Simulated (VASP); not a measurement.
## I (relaxed from the fcc structure, space group Fm-3m): computed properties

These are PBEsol GGA, VASP's PBE PAW potentials (set 64) (plane waves; VASP 6.6.1) values and carry that method's errors.

```
Property                                                              Result
----------------------------------  ----------------------------------------
space group                                                      Fm-3m (225)
cell                                a = b = c = 5.0243 Å, α = β = γ = 90.00°
volume per atom                                                31.71 Å³/atom
band gap (over mesh and band path)  none (metal, semimetal or under 0.01 eV)
density                                                           6.65 g/cm³
```

```
I
1.0
    0.00000     2.51214     2.51214
    2.51214     0.00000     2.51214
    2.51214     2.51214     0.00000
I
1
Cartesian
  2.51214   0.00000   2.51214
```

Unless said otherwise, spin-orbit coupling is left out, though it shifts the bands of the heavy elements here.

The structure was generated: I was put into the fcc type (Fm-3m), which need not be its known phase. It was relaxed first, which changed the volume by -10 %. Symmetry was kept, so distortions that lower it aren't found.
